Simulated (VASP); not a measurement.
Data:

```yaml
crystal:
  lattice:
    - [4.12042, 0.00000, 0.00000]
    - [0.00000, 4.04628, 0.00000]
    - [0.00000, 0.00000, 4.16352]
  atoms:
    - { symbol: Cs, position: [0.00000, 0.00000, 0.00000] }
    - { symbol: Cl, position: [0.52329, 0.50000, 0.50000] }
```
Cell charge +0.5.

The numbers are results of PBE GGA, VASP's PBE PAW potentials (set 64) (plane waves; VASP), not measurements. Run with NELECT = 15.5, 400 eV cut-off, 6×6×6 Γ-centred mesh, Gaussian smearing of 0.050 eV, potentials Cs_sv Cl.

The cell is charged, with a uniform compensating background. Unless said otherwise, spin-orbit coupling is left out, though it shifts the bands of the heavy elements here.

### Question
Estimate the energy per atom (σ→0), pressure, largest force, band gap (on the k-mesh) with the smallest direct gap where there is one.

### Answer

```
Quantity                                                     Value
------------------------  ----------------------------------------
band gap (on the k-mesh)  none (metal, semimetal or under 0.01 eV)
energy per atom (σ→0)                       -297.2 kJ/mol of atoms
pressure                                                 -4.75 GPa
largest force                                           0.114 eV/Å
```

The compound is CsCl in the CsCl type structure. The cell was not relaxed at this level, atoms are displaced from their ideal sites. The run is one of a series of settings (NELECT = 15.5 against the base run), some of them coarse on purpose.
